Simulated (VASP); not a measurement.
Crystal: Ta3Si3N.

```
CELL_PARAMETERS angstrom
5.32322 0.00000 0.00000
-2.66161 4.61004 0.00000
0.00000 0.00000 4.65820
ATOMIC_POSITIONS crystal
Ta 0.50000 0.00000 0.03603
Ta 0.00000 0.50000 0.03603
Ta 0.50000 0.50000 0.03603
Si 0.50000 0.00000 0.53133
Si 0.00000 0.50000 0.53133
Si 0.50000 0.50000 0.53133
N 0.00000 0.00000 0.22654
```

The cell was built by a generator and needn't be a form met in nature.

```yaml
Program: VASP 6.6.1
Task: relaxation of cell and atoms
Functional: PBE
Potentials_or_basis: VASP PAW PBE potentials, release 64 (Ta_pv, Si, N)
Cutoff: 520 eV
k_mesh: 3 × 3 × 3
Occupations: gaussian, width 0.15 eV
Spin: no spin polarisation
```

At the start: pressure 19.0 GPa; volume 16.33 Å³/atom.

Problem. Where does the relaxation end?

Solution. Over 17 steps the energy falls by 456.9 meV/atom and the volume is 17.65 Å³/atom (+8.1 %); space group P6/mmm (No. 191, to 0.05 Å).

Step by step:
| step | energy change (eV) | largest force (eV/Å) | pressure (GPa) | volume (Å³) |
| --- | --- | --- | --- | --- |
| 1 | 0.0000 | 1.9420 | 19.02 | 114.31 |
| 2 | 0.3432 | 2.3562 | -12.52 | 146.73 |
| 3 | -1.7884 | 2.1789 | -2.27 | 127.69 |
| 4 | -1.8030 | 2.1664 | -1.34 | 126.76 |
| 5 | -1.8051 | 2.1609 | -0.82 | 126.24 |
| 6 | -2.0343 | 1.9094 | -0.42 | 125.64 |
| 7 | -2.5860 | 2.1057 | 0.63 | 123.85 |
| 8 | -2.6747 | 1.5274 | 5.98 | 120.22 |
| 9 | -2.9389 | 1.1189 | 2.25 | 122.20 |
| 10 | -3.1212 | 0.6412 | -0.32 | 124.08 |
| 11 | -3.1661 | 0.3110 | -1.97 | 125.55 |
| 12 | -3.1948 | 0.1380 | 0.30 | 123.30 |
| 13 | -3.1948 | 0.1399 | 0.28 | 123.28 |
| 14 | -3.1976 | 0.1042 | 0.12 | 123.51 |
| 15 | -3.1979 | 0.1039 | -0.02 | 123.62 |
| 16 | -3.1980 | 0.1082 | -0.06 | 123.63 |
| 17 | -3.1984 | 0.0784 | -0.04 | 123.57 |

Final structure:
```cif
data_structure
_symmetry_space_group_name_H-M 'P 1'
_symmetry_Int_Tables_number 1
_cell_length_a 5.2437
_cell_length_b 5.2437
_cell_length_c 5.1894
_cell_angle_alpha 90.000
_cell_angle_beta 90.000
_cell_angle_gamma 120.000
_cell_volume 123.57
loop_
_atom_site_label
_atom_site_type_symbol
_atom_site_fract_x
_atom_site_fract_y
_atom_site_fract_z
_atom_site_occupancy
Ta1 Ta 0.50000 0.00000 0.06170 1
Ta2 Ta 0.00000 0.50000 0.06170 1
Ta3 Ta 0.50000 0.50000 0.06170 1
Si1 Si 0.50000 0.00000 0.56178 1
Si2 Si 0.00000 0.50000 0.56178 1
Si3 Si 0.50000 0.50000 0.56178 1
N1 N 0.00000 0.00000 0.05818 1
```

Caveat: the k mesh is coarse (spacing up to 0.45 Å⁻¹), so the values aren't converged.
